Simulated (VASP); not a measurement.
## RuAl (CsCl type): computed properties

Level of theory: r2SCAN meta-GGA, VASP's PBE PAW potentials (set 64) (plane waves; VASP).

| Item | Result |
|---|---|
| space group | Pm-3m (221) |
| cell | a = b = c = 2.9816 Å, α = β = γ = 90.00° |
| volume per atom | 13.25 Å³/atom |
| band gap (over mesh and band path) | none (metal, semimetal or under 0.01 eV) |
| density | 8.02 g/cm³ |

```
AlRu
1.0
    2.98163     0.00000     0.00000
    0.00000     2.98163     0.00000
    0.00000     0.00000     2.98163
Al Ru
1 1
Direct
  0.50000   0.50000   0.50000
  0.00000   0.00000   0.00000
```

The compound is RuAl in the CsCl type structure. It was relaxed first. Symmetry was kept, so distortions that lower it aren't found. The electron count is odd and the run is not spin-polarised, which forces a metal.
